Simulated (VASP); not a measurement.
Si48H16CF4: single point with PBE+D3(BJ)

Slab: Si48H16CF4, a slab with vacuum.

```
Si H C F
1.0
     7.68059    7.68059    0.00000
    -7.68059    7.68059    0.00000
     0.00000    0.00000   23.42765
Si H C F
48 16 1 4
Direct
  0.68644 0.31381 0.40937
  0.81460 0.68128 0.41008
  0.04865 0.95155 0.42764
  0.31879 0.18555 0.41001
  0.96296 0.53891 0.43961
  0.20541 0.79473 0.42576
  0.46125 0.03735 0.43938
  0.54049 0.45962 0.43926
  0.87526 0.39038 0.37728
  0.88186 0.87167 0.37559
  0.12843 0.11822 0.37554
  0.38804 0.37672 0.37808
  0.11312 0.62813 0.37789
  0.37209 0.88685 0.37788
  0.60982 0.12504 0.37714
  0.62346 0.61205 0.37809
  0.99859 0.25254 0.32367
  0.00354 0.74973 0.31270
  0.25032 0.99640 0.31271
  0.49841 0.25080 0.31253
  0.24903 0.50077 0.32514
  0.49937 0.75097 0.32510
  0.74759 0.00147 0.32365
  0.74934 0.50155 0.31257
  0.87297 0.12711 0.26448
  0.87665 0.62542 0.25711
  0.12391 0.87607 0.25581
  0.37458 0.12336 0.25712
  0.12639 0.37469 0.26440
  0.37313 0.62690 0.26516
  0.62540 0.87367 0.26439
  0.62242 0.37767 0.25668
  0.75027 0.24975 0.20268
  0.74867 0.75160 0.20263
  0.99596 0.00407 0.20263
  0.24839 0.25134 0.20263
  0.00299 0.49753 0.20276
  0.25153 0.74847 0.20231
  0.50247 0.99703 0.20277
  0.49543 0.50459 0.20268
  0.87500 0.37500 0.14551
  0.87500 0.87500 0.14551
  0.12500 0.12500 0.14551
  0.37500 0.37500 0.14551
  0.12500 0.62500 0.14551
  0.37500 0.87500 0.14551
  0.62500 0.12500 0.14551
  0.62500 0.62500 0.14551
  0.95163 0.29837 0.10671
  0.79837 0.45163 0.10671
  0.95163 0.79837 0.10671
  0.79837 0.95163 0.10671
  0.20163 0.04837 0.10671
  0.04837 0.20163 0.10671
  0.45163 0.29837 0.10671
  0.29837 0.45163 0.10671
  0.20163 0.54837 0.10671
  0.04837 0.70163 0.10671
  0.45163 0.79837 0.10671
  0.29837 0.95163 0.10671
  0.70163 0.04837 0.10671
  0.54837 0.20163 0.10671
  0.70163 0.54837 0.10671
  0.54837 0.70163 0.10671
  0.24421 0.75490 0.50533
  0.32774 0.65974 0.50908
  0.29490 0.85229 0.53432
  0.14253 0.71888 0.53580
  0.00956 0.99088 0.49249
```

The cell was built by a generator and needn't be a form met in nature.

```yaml
Program: VASP 6.6.1
Task: single point
Functional: PBE
Dispersion: D3(BJ)
Potentials_or_basis: VASP PAW PBE potentials, release 64 (Si, H, C, F)
Cutoff: 400 eV
k_mesh: 2 × 2 × 1
Occupations: gaussian, width 0.05 eV
Spin: no spin polarisation
Further_INCAR_settings: LREAL = Auto; ALGO = Normal; EDIFF = 1e-06; NBANDS = 160; ISYM = 0
```

```
Largest force              : 0.330 eV/Å
Band gap on the k mesh     : 0.45 eV, indirect (least direct gap 0.49 eV)
Dispersion energy per atom : -0.185 eV
```

Forces on the atoms (eV/Å):
```
Si   0.033 -0.002  0.005
Si  -0.017 -0.014  0.030
Si   0.070  0.000  0.043
Si  -0.018  0.015  0.029
Si   0.018  0.000  0.106
Si  -0.020  0.000  0.044
Si   0.020  0.002  0.111
Si  -0.003  0.000  0.163
Si   0.025 -0.010  0.053
Si  -0.013  0.003  0.006
Si  -0.015 -0.002  0.006
Si  -0.006  0.042  0.016
Si  -0.020 -0.021  0.009
Si  -0.021  0.019  0.009
Si   0.026  0.012  0.057
Si  -0.005 -0.041  0.017
Si   0.009 -0.002 -0.069
Si  -0.002 -0.005  0.005
Si  -0.001  0.003  0.004
Si   0.013  0.044 -0.010
Si   0.017 -0.029 -0.098
Si   0.017  0.029 -0.098
Si   0.010  0.002 -0.069
Si   0.014 -0.042 -0.008
Si  -0.001  0.000 -0.045
Si   0.032  0.024 -0.062
Si  -0.084  0.002 -0.095
Si   0.032 -0.023 -0.062
Si   0.000  0.045 -0.043
Si   0.009  0.000 -0.041
Si   0.000 -0.045 -0.043
Si  -0.050 -0.001 -0.087
Si   0.027  0.000  0.047
Si  -0.039 -0.014  0.048
Si   0.004 -0.001  0.015
Si  -0.039  0.014  0.048
Si   0.023  0.009  0.022
Si   0.042  0.000  0.062
Si   0.023 -0.009  0.022
Si   0.008  0.000  0.015
Si   0.223  0.034 -0.049
Si  -0.315  0.015 -0.097
Si  -0.315 -0.013 -0.098
Si  -0.301  0.009 -0.062
Si   0.289 -0.017 -0.122
Si   0.288  0.018 -0.121
Si   0.222 -0.032 -0.048
Si  -0.303 -0.009 -0.065
H   -0.253 -0.020  0.004
H    0.243  0.019  0.072
H   -0.238  0.025  0.088
H    0.268 -0.027 -0.024
H   -0.238 -0.025  0.088
H    0.268  0.027 -0.024
H   -0.237  0.029  0.084
H    0.267 -0.044 -0.015
H   -0.266  0.013 -0.018
H    0.244 -0.011  0.075
H   -0.266 -0.013 -0.017
H    0.244  0.011  0.075
H   -0.253  0.021  0.005
H    0.243 -0.019  0.072
H   -0.237 -0.030  0.085
H    0.267  0.045 -0.016
C    0.019  0.000 -0.005
F    0.006  0.002 -0.010
F   -0.007 -0.001  0.004
F   -0.002 -0.011  0.001
F    0.020  0.000 -0.024
```

Levels at points of the mesh, in eV from the valence-band top:
| k point | band 118 | band 119 | band 120 | band 121 | band 122 | band 123 |
| --- | --- | --- | --- | --- | --- | --- |
| (0.00, 0.00, 0.00) | -0.33 | -0.13 | -0.04 | 0.45 | 1.09 | 1.15 |
| (0.50, 0.00, 0.00) | -0.39 | -0.10 | 0.00 | 0.86 | 0.95 | 1.19 |
| (0.00, 0.50, 0.00) | -0.39 | -0.10 | 0.00 | 0.86 | 0.95 | 1.19 |
| (0.50, 0.50, 0.00) | -0.24 | -0.11 | -0.09 | 0.54 | 0.98 | 1.08 |

It took 4.9 min on 8 MPI ranks on AMD EPYC 9R45 (Zen 5), on a shared host, peak memory 0.38 GiB a rank.
